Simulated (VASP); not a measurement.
Set up this calculation in VASP 6.6.1, as the native input.

```
Task                   : relaxation of the atoms
Functional             : PBEsol
Potentials or basis    : VASP PAW PBE potentials, release 64 (Ta_pv, Se, F)
Cutoff                 : 520 eV
k mesh                 : 7 × 7 × 7
Occupations            : gaussian, width 0.05 eV
Spin                   : no spin polarisation
Further INCAR settings : ALGO = Normal; EDIFF = 1e-07; IBRION = 2; EDIFFG = -0.005; NSW = 40
```

The structure of TaSeF lies in POSCAR:

```
TaSeF
1.0
    3.6698000000      0.0000000000      0.0000000000
    0.0000000000      3.6698000000      0.0000000000
    0.0000000000      0.0000000000      4.1453100000
Ta Se F
1 1 1
Direct
    0.0000000000      0.0000000000      0.5000000000
    0.5000000000      0.5000000000      0.5000000000
    0.0000000000      0.0000000000      0.0000000000
```

The cell was built by a generator and needn't be a form met in nature.

One way to write it, as run:

INCAR

```
ALGO = Normal
EDIFF = 1E-7
EDIFFG = -0.005
ENCUT = 520
GGA = PS
IBRION = 2
ISIF = 2
ISMEAR = 0
LASPH = T
LCHARG = F
LREAL = F
LWAVE = F
NELM = 80
NSW = 40
PREC = Accurate
SIGMA = 0.05
```

KPOINTS

```
k-points
0
Gamma
  7 7 7
```

Potentials or basis: VASP PAW PBE potentials, release 64 (Ta_pv, Se, F).

The run is started by

```console
$ cat potpaw_PBE.64/Ta_pv/POTCAR potpaw_PBE.64/Se/POTCAR potpaw_PBE.64/F/POTCAR > POTCAR
$ mpirun -np 1 vasp_std > vasp.out
```

Results of the run:

```json
{
  "Pressure after relaxing": "-4.5 GPa",
  "Band gap on the k mesh": "none (metal or under the smearing width)"
}
```

Caveat: the relaxation stopped at its first step, so nothing moved; the PAW data sets were made with another functional, which shifts forces and pressure a little.

It took 31 s on 1 thread of Intel(R) Xeon(R) Platinum 8488C (Sapphire Rapids) (shared host), peak memory 0.19 GiB.
